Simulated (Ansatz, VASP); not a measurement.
# GeF2 in two plane-wave programs, part 2 of 2

Aim: how closely do two programs agree when they are given the same cell, functional and k mesh? The cell is taken from a series of runs on this material, whose earlier steps may have relaxed, scaled, displaced or heated it; both programs get it as it stands.

VASP 6.6.1 and Ansatz 0.2.0.

So far. Step 2 (Ansatz: single point, PBEsol, pair 1): The run ends at a pressure of 0.91 GPa, with forces up to 0.11 eV/Å. Step 3 (VASP: single point, PBEsol, pair 1): The run ends at a pressure of 0.86 GPa, with forces up to 0.20 eV/Å.

### 4. Differences

Known differences besides the potentials themselves: the cutoff is 420 eV in Ansatz and 600 eV in VASP; Ansatz makes its cores anew for this functional, VASP keeps those of its PBE data sets. Total energies have different zeros and are not compared.

The two programs side by side:

| quantity | Ansatz | VASP | difference |
| --- | --- | --- | --- |
| pressure (GPa) | 0.91 | 0.86 | +0.05 |
| gap on the k mesh (eV) | 4.057 | 4.040 | +0.017 |

Forces on 7 of the 12 atoms, those with the largest forces and the largest differences (eV/Å; atoms numbered as in POSCAR):

| atom | Ansatz x, y, z | VASP x, y, z |
| --- | --- | --- |
| Ge1 | 0.009, 0.000, -0.104 | -0.014, 0.000, -0.204 |
| Ge2 | 0.009, 0.000, 0.104 | -0.014, 0.000, 0.204 |
| Ge3 | -0.009, 0.000, 0.104 | 0.014, 0.000, 0.204 |
| Ge4 | -0.009, 0.000, -0.104 | 0.014, 0.000, -0.204 |
| F10 | 0.102, 0.000, -0.026 | 0.159, 0.000, -0.078 |
| F11 | -0.102, 0.000, -0.026 | -0.159, 0.000, -0.078 |
| F12 | -0.102, 0.000, 0.026 | -0.159, 0.000, 0.078 |

The forces differ by 43 meV/Å r.m.s., which is 47.4 % of the r.m.s. force of 0.090 eV/Å (both taken over all components). A gap on the mesh is an upper bound, since the band edges may lie between its points.

### 5. VASP: single point, PBEsol, pair 2

With cell and atoms fixed, the geometry can't cause a difference; cores, projectors, grids and the points listed under the comparison can.

INCAR reads:

```
SYSTEM = GeF2
PREC = Accurate
ENCUT = 520
EDIFF = 1E-06
NELM = 120
ISMEAR = 0
SIGMA = 0.01
LREAL = .FALSE.
ALGO = Normal
GGA = PS
NBANDS = 69
LORBIT = 11
LWAVE = .FALSE.
LCHARG = .FALSE.
ISIF = 2
LASPH = .TRUE.
GGA_COMPAT = .FALSE.
EFERMI = MIDGAP
KPAR = 2
```

POSCAR reads:

```
GeF2
1.0
    8.2976306700      0.0000000000      0.0000000000
    0.0000000000      5.2570320900      0.0000000000
    0.0000000000      0.0000000000      4.3438578100
Ge F
4 8
Direct
    0.6136186748      0.2500000000      0.2408680133
    0.1136186748      0.2500000000      0.2591319867
    0.3863813252      0.7500000000      0.7591319867
    0.8863813252      0.7500000000      0.7408680133
    0.5000000000      0.5000000000      0.5000000000
    0.0000000000      0.0000000000      0.0000000000
    0.5000000000      0.0000000000      0.5000000000
    0.0000000000      0.5000000000      0.0000000000
    0.7817707661      0.2500000000      0.5147356993
    0.2817707661      0.2500000000      0.9852643007
    0.2182292339      0.7500000000      0.4852643007
    0.7182292339      0.7500000000      0.0147356993
```

KPOINTS reads:

```
Automatic mesh
0
Gamma
2 4 4
0 0 0
```

Potentials, in the order of the species: Ge_d and F (PBE family, release 64).

On the command line:

```sh
mpirun -np 2 vasp_std
```

Numbers of over 12 decimals in the logs are rounded to 6 here.

Output:

```text
[banner, memory and clock lines left out]
running    2 mpi-ranks, on    1 nodes
[...]
[... a notice as in an earlier step ...]

 LDA part: xc-table for (Slater+PW92), standard interpolation
 POSCAR, INCAR and KPOINTS ok, starting setup
[...]
entering main loop
       N       E                     dE             d eps       ncg     rms          rms(c)
DAV:   1     0.184217887899E+04    0.18422E+04   -0.49871E+04  3529   0.369E+03
DAV:   2     0.363924818746E+03   -0.14783E+04   -0.13761E+04  2652   0.116E+03
DAV:   3    -0.228276973355E+02   -0.38675E+03   -0.36955E+03  2794   0.297E+02
DAV:   4    -0.633755687156E+02   -0.40548E+02   -0.40025E+02  2832   0.111E+02
[...]
DAV:  13    -0.599312116812E+02   -0.13098E-04   -0.52174E-05  3198   0.687E-02    0.971E-03
DAV:  14    -0.599312105640E+02    0.11172E-05   -0.57326E-06  2599   0.257E-02    0.272E-03
DAV:  15    -0.599312108686E+02   -0.30461E-06   -0.31652E-06  2120   0.105E-02
   1 F= -.59931211E+02 E0= -.59931211E+02  d E =0.000000E+00
```

OUTCAR, selected parts (step 5):

```text
  Total        0.4919296      0.2623792      0.5266184      0.0000000      0.0000000      0.0000000
  in kB        4.1595196      2.2185519      4.4528320      0.0000000      0.0000000      0.0000000
  external PRESSURE =       3.6103012 kB  Pullay stress =       0.0000000 kB

 POSITION                                       TOTAL-FORCE (eV/Angst)
 -----------------------------------------------------------------------------------
      5.09158      1.31426      1.04630        -0.028579     -0.000000     -0.102372
      0.94277      1.31426      1.12563        -0.028579     -0.000000      0.102372
      3.20605      3.94277      3.29756         0.028579     -0.000000      0.102372
      7.35486      3.94277      3.21823         0.028579     -0.000000     -0.102372
      4.14882      2.62852      2.17193         0.000000     -0.000000      0.000000
      0.00000      0.00000      0.00000         0.000000     -0.000000      0.000000
      4.14882      0.00000      2.17193         0.000000     -0.000000      0.000000
      0.00000      2.62852      0.00000         0.000000     -0.000000      0.000000
      6.48685      1.31426      2.23594         0.059940     -0.000000      0.053177
      2.33803      1.31426      4.27985         0.059940      0.000000     -0.053177
      1.81079      3.94277      2.10792        -0.059940     -0.000000     -0.053177
      5.95960      3.94277      0.06401        -0.059940      0.000000      0.053177
 -----------------------------------------------------------------------------------
    total drift:                               -0.000000     -0.000000      0.000000

  FREE ENERGIE OF THE ION-ELECTRON SYSTEM (eV)
  ---------------------------------------------------
  free  energy   TOTEN  =       -59.9312108686 eV

  energy  without entropy=      -59.9312108686  energy(sigma->0) =      -59.93121087

[... 3 further parts left out ...]
[key lines of the parts left out:]
E-fermi :   2.1469
```

The run ends at a pressure of 0.36 GPa, with forces up to 0.11 eV/Å.

### 6. Ansatz: single point, PBEsol, pair 2

The same cell, functional and mesh now go to Ansatz, which takes its cutoff from its data sets.

The cell is taken from a series of runs on this material, whose earlier steps may have relaxed, scaled, displaced or heated it; both programs get it as it stands.

input.yaml reads:

```yaml
crystal:
  lattice:
    - [8.29763067, 0.0, 0.0]
    - [0.0, 5.25703209, 0.0]
    - [0.0, 0.0, 4.34385781]
  atoms:
    - { symbol: Ge, position: [0.6136186748, 0.25, 0.2408680133] }
    - { symbol: Ge, position: [0.1136186748, 0.25, 0.2591319867] }
    - { symbol: Ge, position: [0.3863813252, 0.75, 0.7591319867] }
    - { symbol: Ge, position: [0.8863813252, 0.75, 0.7408680133] }
    - { symbol: F, position: [0.5, 0.5, 0.5] }
    - { symbol: F, position: [0.0, 0.0, 0.0] }
    - { symbol: F, position: [0.5, 0.0, 0.5] }
    - { symbol: F, position: [0.0, 0.5, 0.0] }
    - { symbol: F, position: [0.7817707661, 0.25, 0.5147356993] }
    - { symbol: F, position: [0.2817707661, 0.25, 0.9852643007] }
    - { symbol: F, position: [0.2182292339, 0.75, 0.4852643007] }
    - { symbol: F, position: [0.7182292339, 0.75, 0.0147356993] }
kpoints:
  mp_grid: { grid: [2, 4, 4] }
scf:
  occupations: { method: fixed }
hamiltonian:
  xc: pbesol
output:
  forces: false
  stress: false
  efg: { quadrupole_moments_barn: { Ge: -0.196 } }
```

On the command line:

```sh
ansatz run input.yaml --threads 4 --pin off --max-ram 8192MiB --backend cpu --events-out ev --progress --plain --runs-dir out
```

Output:

```text
[...]
Crystal: 12 atoms, lattice volume = 189.483 Å³
Basis set: ecut = 420 eV, 3697 PW (Γ)
Bands: 68, of which v1, the nominal top of the filled ones, is band 56 counted from 1 (55 counted from 0)
Symmetry: 8 space group operations
[...]
k-points: 18 of 32
[...]
electrostatic potential = -735.146443 V   contact ρ = none
  atom  10  F  V_zz =    +9.156378   η = 0.2441   by run symmetry: allowed
            electrostatic potential = -735.146443 V   contact ρ = none
  atom  11  F  V_zz =    +9.156378   η = 0.2441   by run symmetry: allowed
            electrostatic potential = -735.146443 V   contact ρ = none
  atom  12  F  V_zz =    +9.156378   η = 0.2441   by run symmetry: allowed
            electrostatic potential = -735.146443 V   contact ρ = none
[key lines of the parts left out:]
SCF converged after 7 iterations
Free energy (F): -23419.737850 eV
Fermi energy:    2.889261 eV
```

### 7. Side by side

What differs besides the data sets and the points named for the pairs above, as far as they apply: fixed occupations in Ansatz, narrow Gaussian smearing in VASP; the cutoff is 420 eV in Ansatz and 520 eV in VASP. Total energies have different zeros and are not compared.

Compared:

| quantity | Ansatz | VASP | difference |
| --- | --- | --- | --- |
| gap on the k mesh (eV) | 4.070 | 4.053 | +0.017 |

A gap on the mesh is an upper bound, since the band edges may lie between its points.

### 8. Outcome

```
r.m.s. force difference (single point, PBEsol, pair 1)         : 43 meV/Å
difference in gap on the k mesh (single point, PBEsol, pair 2) : 0.017 eV
```

What this shows: The r.m.s. force difference is 43 meV/Å (single point, PBEsol, pair 1), beyond the 12 meV/Å picked in this series as the mark of a large difference. What causes the difference of the single point, PBEsol, pair 1 pair stays open here. 1 further run of this series is not shown here. Such differences can come from data sets, numerical settings and the points named under the comparisons, not from the functional's error against experiment.

[Lines on the potential files, build, host, timing and source positions are cut from VASP's logs without a mark.]

[Logs are printed without paths, hosts, clocks, repeated set-up lines and the standing remarks that a program may print on its own settings, such as how far it seeks lower states.]

[Hosts, paths, dates, database ids (printed as entryN), source tags and the programs' standing remarks are cut or masked in the printed files.]
